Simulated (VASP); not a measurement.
# NbAs: zone-centre modes, functional by functional, part 2 of 3

Aim: the vibrations of NbAs at the zone centre, at several levels of theory. The starting structure is a measured crystal structure from the Crystallography Open Database.

VASP 6.6.1.

### Step 2. Modes with LDA (continued)

Level of this step: LDA; plane waves and PAW (Nb_sv, As) (VASP).

From OUTCAR (step 2):

```text
ion  position               nearest neighbor table
   1  0.001  0.501  0.002-   4 2.59   4 2.59   3 2.59   3 2.59   3 2.59   3 2.59
   2  0.251  0.251  0.502-   3 2.59   3 2.59   4 2.59   4 2.59   4 2.59   4 2.59
   3  0.583  0.083  0.166-   2 2.59   2 2.59   1 2.59   1 2.59   1 2.59   1 2.59
   4  0.833  0.833  0.666-   1 2.59   1 2.59   2 2.59   2 2.59   2 2.59   2 2.59

  LATTYP: Found a body centered tetragonal cell.
 ALAT       =     3.4196238366
 C/A-ratio  =     3.3728744875

 Subroutine GETGRP returns: Found  8 space group operations
 (whereof  4 operations were pure point group operations)

The static configuration has the point symmetry C_2v.
 The point group associated with its full space group is C_4v.

 Found    102 irreducible k-points:

   k-points           NKPTS =    102   k-points in BZ     NKDIM =    102   number of bands    NBANDS=     24

   dimension x,y,z NGX =    24 NGY =   24 NGZ =   48
   dimension x,y,z NGXF=    48 NGYF=   48 NGZF=   96

   ENCUT  =  450.0 eV  33.07 Ry    5.75 a.u.   5.91  5.91 10.82*2*pi/ulx,y,z

   NELECT =      36.0000    total number of electrons

 k-points in reciprocal lattice and weights: Automatic mesh
   0.00000000  0.00000000  0.00000000       0.001
   0.10000000  0.00000000  0.00000000       0.008
   0.20000000  0.00000000  0.00000000       0.008
   0.30000000  0.00000000 -0.00000000       0.008
   0.40000000  0.00000000  0.00000000       0.008
   0.50000000  0.00000000  0.00000000       0.004
   0.10000000  0.10000000  0.00000000       0.008
   0.20000000  0.10000000  0.00000000       0.016
   0.30000000  0.10000000  0.00000000       0.016
[...]
0.10000000  0.10000000  0.40000000       0.004
   0.00000000  0.00000000  0.50000000       0.001

 average (electrostatic) potential at core
       1 -78.5767       2 -78.5767       3 -47.8450       4 -47.8450

  Total        0.0013124      0.0013124     -0.0044477      0.0000000      0.0000000      0.0000000
  in kB        0.0311805      0.0311805     -0.1056667      0.0000000      0.0000000      0.0000000
  external PRESSURE =      -0.0144352 kB  Pullay stress =       0.0000000 kB

  energy-cutoff  :      450.00
  volume of cell :       67.44
      direct lattice vectors                 reciprocal lattice vectors
    -3.419623837  0.000000000  0.000000000    -0.292429825  0.000000000 -0.086700476
     0.000000000  3.419623837  0.000000000     0.000000000  0.292429825 -0.086700476
     1.709811918 -1.709811918 -5.766980998     0.000000000  0.000000000 -0.173400953

 POSITION                                       TOTAL-FORCE (eV/Angst)
 -----------------------------------------------------------------------------------
     -0.00000      1.70981     -0.01439        -0.000000     -0.000000     -0.000155
     -0.00000      0.00000     -2.89788         0.000000      0.000000     -0.000155
     -1.70981     -0.00000     -0.95446        -0.000000      0.000000      0.000155
     -1.70981      1.70981     -3.83795        -0.000000      0.000000      0.000155
 -----------------------------------------------------------------------------------
    total drift:                                0.000014     -0.000014     -0.000676

 Eigenvectors and eigenvalues of the dynamical matrix
 ----------------------------------------------------

   1 f  =    8.211492 THz    51.594326 2PiTHz  273.905891 cm-1    33.959987 meV
             X         Y         Z           dx          dy          dz
     -0.000000  1.709812 -0.014394     0.000000    0.000000    0.472452
     -0.000000  0.000000 -2.897885     0.000000    0.000000    0.472452
     -1.709812 -0.000000 -0.954458    -0.000000   -0.000000   -0.526107
     -1.709812  1.709812 -3.837949    -0.000000   -0.000000   -0.526107

   2 f  =    8.092819 THz    50.848684 2PiTHz  269.947397 cm-1    33.469196 meV
             X         Y         Z           dx          dy          dz
     -0.000000  1.709812 -0.014394    -0.068410    0.647268   -0.000000
     -0.000000  0.000000 -2.897885    -0.250083    0.177059   -0.000000
     -1.709812 -0.000000 -0.954458     0.189735   -0.422671    0.000000
     -1.709812  1.709812 -3.837949     0.163306   -0.491075    0.000000

   3 f  =    8.092819 THz    50.848684 2PiTHz  269.947397 cm-1    33.469196 meV
             X         Y         Z           dx          dy          dz
     -0.000000  1.709812 -0.014394    -0.177059   -0.250083    0.000000
     -0.000000  0.000000 -2.897885    -0.647268   -0.068410    0.000000
     -1.709812 -0.000000 -0.954458     0.491075    0.163306   -0.000000
     -1.709812  1.709812 -3.837949     0.422671    0.189735   -0.000000

   4 f  =    7.729059 THz    48.563110 2PiTHz  257.813658 cm-1    31.964805 meV
             X         Y         Z           dx          dy          dz
     -0.000000  1.709812 -0.014394    -0.000008   -0.365343   -0.000000
     -0.000000  0.000000 -2.897885     0.000005    0.566856    0.000000
     -1.709812 -0.000000 -0.954458     0.000008    0.399467   -0.000000
     -1.709812  1.709812 -3.837949    -0.000005   -0.620987    0.000000

   5 f  =    7.729059 THz    48.563110 2PiTHz  257.813658 cm-1    31.964805 meV
             X         Y         Z           dx          dy          dz
     -0.000000  1.709812 -0.014394    -0.566856    0.000005    0.000000
     -0.000000  0.000000 -2.897885     0.365343   -0.000008   -0.000000
     -1.709812 -0.000000 -0.954458     0.620987   -0.000005   -0.000000
     -1.709812  1.709812 -3.837949    -0.399467    0.000008    0.000000

   6 f  =    7.581731 THz    47.637423 2PiTHz  252.899333 cm-1    31.355507 meV
             X         Y         Z           dx          dy          dz
     -0.000000  1.709812 -0.014394    -0.000000   -0.000000    0.193695
     -0.000000  0.000000 -2.897885     0.000000    0.000000   -0.193695
     -1.709812 -0.000000 -0.954458     0.000000    0.000000    0.680060
     -1.709812  1.709812 -3.837949     0.000000   -0.000000   -0.680060

   7 f  =    6.908748 THz    43.408943 2PiTHz  230.451025 cm-1    28.572273 meV
             X         Y         Z           dx          dy          dz
     -0.000000  1.709812 -0.014394     0.000000    0.000000    0.680060
     -0.000000  0.000000 -2.897885    -0.000000    0.000000   -0.680060
     -1.709812 -0.000000 -0.954458    -0.000000   -0.000000   -0.193695
     -1.709812  1.709812 -3.837949     0.000000   -0.000000    0.193695

   8 f  =    4.554775 THz    28.618495 2PiTHz  151.930939 cm-1    18.837027 meV
             X         Y         Z           dx          dy          dz
     -0.000000  1.709812 -0.014394    -0.496614   -0.189450    0.000000
     -0.000000  0.000000 -2.897885     0.268916    0.349862    0.000000
     -1.709812 -0.000000 -0.954458    -0.274954   -0.368612   -0.000000
     -1.709812  1.709812 -3.837949     0.523229    0.193704    0.000000

   9 f  =    4.554775 THz    28.618495 2PiTHz  151.930939 cm-1    18.837027 meV
             X         Y         Z           dx          dy          dz
     -0.000000  1.709812 -0.014394     0.349862   -0.268916   -0.000000
     -0.000000  0.000000 -2.897885    -0.189450    0.496614   -0.000000
     -1.709812 -0.000000 -0.954458     0.193704   -0.523229    0.000000
     -1.709812  1.709812 -3.837949    -0.368612    0.274954   -0.000000

  10 f/i=    0.000093 THz     0.000584 2PiTHz    0.003099 cm-1     0.000384 meV
             X         Y         Z           dx          dy          dz
     -0.000000  1.709812 -0.014394     0.000000   -0.000000    0.526107
     -0.000000  0.000000 -2.897885     0.000000   -0.000000    0.526107
     -1.709812 -0.000000 -0.954458     0.000000   -0.000000    0.472452
     -1.709812  1.709812 -3.837949     0.000000   -0.000000    0.472452

  11 f/i=    0.024567 THz     0.154361 2PiTHz    0.819475 cm-1     0.101602 meV
             X         Y         Z           dx          dy          dz
     -0.000000  1.709812 -0.014394    -0.417258    0.317296    0.000000
     -0.000000  0.000000 -2.897885    -0.419695    0.315454    0.000000
     -1.709812 -0.000000 -0.954458    -0.377621    0.286354    0.000000
     -1.709812  1.709812 -3.837949    -0.378768    0.285487    0.000000

  12 f/i=    0.024567 THz     0.154361 2PiTHz    0.819475 cm-1     0.101602 meV
             X         Y         Z           dx          dy          dz
     -0.000000  1.709812 -0.014394    -0.315454   -0.419695   -0.000000
     -0.000000  0.000000 -2.897885    -0.317296   -0.417258   -0.000000
     -1.709812 -0.000000 -0.954458    -0.285487   -0.378768   -0.000000
     -1.709812  1.709812 -3.837949    -0.286354   -0.377621   -0.000000

 ELASTIC MODULI CONTR FROM IONIC RELAXATION (kBar)
 Direction    XX          YY          ZZ          XY          YZ          ZX
 --------------------------------------------------------------------------------
 XX        -122.3168     43.1110    101.2476      0.0000      0.0000     -0.0000
 YY          43.1110   -122.3168    101.2476      0.0000     -0.0000      0.0000
 ZZ         101.2476    101.2476   -258.8469      0.0000      0.0000      0.0000
 XY           0.0000      0.0000      0.0000      0.0000      0.0000      0.0000
 YZ           0.0000     -0.0000      0.0000      0.0000   -633.0032      0.0000
 ZX          -0.0000      0.0000      0.0000      0.0000      0.0000   -617.9914
 --------------------------------------------------------------------------------
```

Energies printed during the response cycles are not total energies of the cell.

LDA: the zone-centre modes are A1 273.9, E (3) 269.9, E (2) 257.8, B1 (2) 252.9, B1 (1) 230.5, E (1) 151.9 cm⁻¹.

### Step 3. Modes with LDA at the measured cell

The atoms were first relaxed in the fixed cell, in a run that isn't shown.

The input, INCAR:

```
SYSTEM = NbAs
PREC = Accurate
ENCUT = 450
EDIFF = 1E-08
NELM = 100
ISMEAR = 0
SIGMA = 0.05
LREAL = .FALSE.
ALGO = Normal
GGA = CA
NBANDS = 24
LASPH = .TRUE.
LORBIT = 11
LWAVE = .FALSE.
LCHARG = .FALSE.
KPAR = 8
IBRION = 8
ISIF = 2
```

The input, POSCAR:

```
NbAs
1.0
   -3.4517000000      0.0000000000      0.0000000000
    0.0000000000      3.4517000000      0.0000000000
    1.7258500000     -1.7258500000     -5.8400000000
Nb As
2 2
Direct
    0.0010981467      0.5010981467      0.0021962934
    0.2510981467      0.2510981467      0.5021962934
    0.5829018533      0.0829018533      0.1658037066
    0.8329018533      0.8329018533      0.6658037066
```

The input, KPOINTS:

```
Automatic mesh
0
Gamma
10 10 10
0 0 0
```

The projector-augmented-wave data sets are Nb_sv and As (LDA family, release 64).

Run with:

```
$ mpirun -np 8 vasp_std
```

What it wrote:

```text
[banner, memory and clock lines left out]
running    8 mpi-ranks, on    1 nodes
[...]
[... a notice as in an earlier step ...]

 LDA part: xc-table for (Slater(with rela. corr.)+CA(PZ))
 , standard interpolation
 POSCAR, INCAR and KPOINTS ok, starting setup
[...]
entering main loop
       N       E                     dE             d eps       ncg     rms          rms(c)
DAV:   1     0.335806306594E+03    0.33581E+03   -0.17717E+04  4920   0.133E+03
DAV:   2    -0.107265006060E+02   -0.34653E+03   -0.33909E+03  6448   0.533E+02
DAV:   3    -0.366076144600E+02   -0.25881E+02   -0.25556E+02  8848   0.107E+02
DAV:   4    -0.382960692999E+02   -0.16885E+01   -0.16827E+01  7648   0.227E+01
[...]
DAV:  13    -0.363385116193E+02    0.49295E-07   -0.38177E-07  8488   0.474E-03    0.976E-04
DAV:  14    -0.363385116058E+02    0.13487E-07   -0.85964E-08  6768   0.181E-03    0.239E-04
DAV:  15    -0.363385116068E+02   -0.96225E-09   -0.34606E-09  4784   0.628E-04
   1 F= -.36338512E+02 E0= -.36337944E+02  d E =-.113441E-02
[...]
RMM:  13    -0.434531657970E-01    0.81918E-07    0.32396E-08 37231   0.287E-04    0.649E-06
RMM:  14    -0.434531775886E-01   -0.11792E-07    0.34382E-08 37480   0.239E-04    0.274E-06
RMM:  15    -0.434531696425E-01    0.79460E-08    0.39302E-08 37228   0.212E-04    0.165E-06
 first order change of Fermi-energy  -0.10393E-04
 force on displaced ion       3 direction 2 :   0.000  -8.721  -0.002
 Linear response progress:
  Degree of freedom:   6/  6
       N       E                     dE             d eps       ncg     rms          rms(c)
RMM:   1    -0.641862218258E-01   -0.64186E-01   -0.18391E-02 20605   0.100E+00
RMM:   2    -0.559608484747E-01    0.82254E-02   -0.66493E-03 15558   0.413E-01    0.113E-01
RMM:   3    -0.562365002283E-01   -0.27565E-03   -0.22084E-03 15822   0.217E-01    0.109E-01
RMM:   4    -0.560804331396E-01    0.15607E-03   -0.55646E-04 16467   0.119E-01    0.472E-02
[...]
RMM:  25    -0.562264510171E-01    0.11664E-10   -0.37808E-07 18887   0.157E-04    0.126E-07
RMM:  26    -0.562264511686E-01   -0.15144E-09   -0.39143E-07 18880   0.157E-04    0.144E-07
RMM:  27    -0.562264510922E-01    0.76391E-10   -0.36500E-07 18882   0.157E-04    0.891E-08
 first order change of Fermi-energy   0.53857E-03
 force on displaced ion       3 direction 3 :   0.000  -0.000 -13.284
 Linear response finished
```

It took 15 min on 8 MPI ranks of AMD EPYC 7R43, shared host; peak memory 6.1 GiB.

From OUTCAR (step 3):

```text
  Total       -2.4238089     -2.4238089     -2.2139111      0.0000000      0.0000000      0.0000000
  in kB      -55.8123145    -55.8123145    -50.9790616      0.0000000      0.0000000      0.0000000
  external PRESSURE =     -54.2012302 kB  Pullay stress =       0.0000000 kB

 POSITION                                       TOTAL-FORCE (eV/Angst)
 -----------------------------------------------------------------------------------
     -0.00000      1.72585     -0.01283         0.000000     -0.000000      0.000016
     -0.00000      0.00000     -2.93283         0.000000     -0.000000      0.000016
     -1.72585      0.00000     -0.96829        -0.000000      0.000000     -0.000016
     -1.72585      1.72585     -3.88829        -0.000000      0.000000     -0.000016
 -----------------------------------------------------------------------------------
    total drift:                                0.000019     -0.000019     -0.000264

[... 1 part as in an earlier step ...]

[... 1 further part left out ...]
```

With LDA at the measured cell the modes are at the top A1 262.8, E (3) 252.2 cm⁻¹, at the bottom B1 (1) 220.5, E (1) 145.7 cm⁻¹, with 2 more of the listed ones between; the largest shift is -17.7 cm⁻¹, in E (3), from LDA.

### Step 4. Modes with PBEsol

PBEsol restores the gradient expansion of exchange and is tuned for the cells of solids. The cell comes from a relaxation at this level, not shown (68.60 Å³).

INCAR: that of step 3 with these lines changed.

```diff
@@ -9,3 +9,3 @@
 ALGO = Normal
-GGA = CA
+GGA = PS
 NBANDS = 24
```

The input, POSCAR:

```
NbAs
1.0
   -3.4401292513      0.0000000000      0.0000000000
    0.0000000000      3.4401292513      0.0000000000
    1.7200646257     -1.7200646257     -5.7966209745
Nb As
2 2
Direct
    0.0012546562      0.5012546562      0.0025093125
    0.2512546562      0.2512546562      0.5025093125
    0.5827453438      0.0827453438      0.1654906875
    0.8327453438      0.8327453438      0.6654906875
```

KPOINTS is that of step 3.

PAW data sets: Nb_sv and As (PBE family, release 64).

Run with:

```
$ mpirun -np 8 vasp_std
```

What it wrote:

```text
[banner, memory and clock lines left out]
running    8 mpi-ranks, on    1 nodes
[...]
[... a notice as in an earlier step ...]

|                                                                             |
|               ----> ADVICE to this user running VASP <----                  |
|                                                                             |
|     You enforced a specific xc type in the INCAR file but a different       |
|     [... a line on the potential file left out ...]
|     I HOPE YOU KNOW WHAT YOU ARE DOING!                                     |
|                                                                             |

 LDA part: xc-table for (Slater+PW92), standard interpolation
 POSCAR, INCAR and KPOINTS ok, starting setup
[...]
entering main loop
       N       E                     dE             d eps       ncg     rms          rms(c)
DAV:   1     0.318920832108E+03    0.31892E+03   -0.17979E+04  4920   0.133E+03
DAV:   2    -0.101141893704E+02   -0.32904E+03   -0.32203E+03  5960   0.490E+02
[...]
RMM:  14    -0.423107639034E-01    0.42612E-07   -0.81200E-08 36213   0.134E-04    0.100E-05
RMM:  15    -0.423107743038E-01   -0.10400E-07    0.17235E-08 35324   0.103E-04    0.460E-06
RMM:  16    -0.423107818999E-01   -0.75961E-08   -0.81090E-08 36441   0.860E-05    0.112E-06
 first order change of Fermi-energy  -0.13607E-04
 force on displaced ion       3 direction 2 :   0.000  -9.358  -0.001
 Linear response progress:
  Degree of freedom:   6/  6
       N       E                     dE             d eps       ncg     rms          rms(c)
RMM:   1    -0.634637786341E-01   -0.63464E-01   -0.22132E-02 20697   0.999E-01
RMM:   2    -0.547646244546E-01    0.86992E-02   -0.73390E-03 15792   0.388E-01    0.116E-01
RMM:   3    -0.549831791924E-01   -0.21855E-03   -0.20564E-03 15653   0.211E-01    0.111E-01
RMM:   4    -0.548583921635E-01    0.12479E-03   -0.59593E-04 17036   0.116E-01    0.499E-02
[...]
RMM:  24    -0.550221089256E-01   -0.53218E-09   -0.10093E-07 16831   0.629E-05    0.351E-07
RMM:  25    -0.550221091138E-01   -0.18822E-09   -0.12403E-07 16332   0.628E-05    0.211E-07
RMM:  26    -0.550221094453E-01   -0.33149E-09   -0.99421E-08 16549   0.627E-05    0.196E-07
 first order change of Fermi-energy  -0.15914E-01
 force on displaced ion       3 direction 3 :   0.000  -0.000 -14.003
 Linear response finished
```

Wall time 18 min (8 MPI ranks); peak memory 6.2 GiB.

(Continued in part 3 of 3.)

[Lines on the potential files, build, host, timing and source positions are cut from VASP's logs without a mark.]

[Logs are printed without paths, hosts, clocks, repeated set-up lines and the standing remarks that a program may print on its own settings, such as how far it seeks lower states.]

[Hosts, paths, dates, database ids (printed as entryN), source tags and the programs' standing remarks are cut or masked in the printed files.]
